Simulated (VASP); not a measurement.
Crystal: BaOs.

```
CELL_PARAMETERS angstrom
3.18573 0.00000 0.00000
-1.59287 2.75892 0.00000
0.00000 0.00000 5.24853
ATOMIC_POSITIONS crystal
Ba 0.33333 0.66667 0.50000
Os 0.00000 0.00000 0.00000
```

The cell was built by a generator and needn't be a form met in nature.

| Item | Value |
| --- | --- |
| Program | VASP 6.6.1 |
| Task | relaxation of cell and atoms |
| Functional | PBE |
| Potentials or basis | VASP PAW PBE potentials, release 64 (Ba_sv, Os) |
| Cutoff | 600 eV |
| k mesh | 21 × 21 × 10 |
| Occupations | gaussian, width 0.1 eV |
| Spin | no spin polarisation |

At the start: pressure 3.3 GPa; volume 23.07 Å³/atom.

Where does the relaxation end?

Over 9 steps the energy falls by 10.6 meV/atom and the volume is 24.13 Å³/atom (+4.6 %); space group P-6m2 (No. 187, to 0.05 Å).

Step by step:
```csv
step,energy change (eV),largest force (eV/Å),pressure (GPa),volume (Å³)
1,0.0000,0.0000,3.33,46.13
2,-0.0075,0.0000,-2.24,49.40
3,-0.0179,0.0000,-0.04,47.93
4,-0.0203,0.0000,0.02,48.06
5,-0.0211,0.0000,0.10,48.17
6,-0.0211,0.0000,0.11,48.18
7,-0.0211,0.0000,0.11,48.19
8,-0.0211,0.0000,-0.09,48.33
9,-0.0211,0.0000,0.00,48.25
```

Final structure:
```yaml
crystal:
  lattice:
    - [3.25909, 0.00000, 0.00000]
    - [-1.62954, 2.82245, 0.00000]
    - [0.00000, 0.00000, 5.24557]
  atoms:
    - { symbol: Ba, position: [0.33333, 0.66667, 0.50000] }
    - { symbol: Os, position: [0.00000, 0.00000, 0.00000] }
```
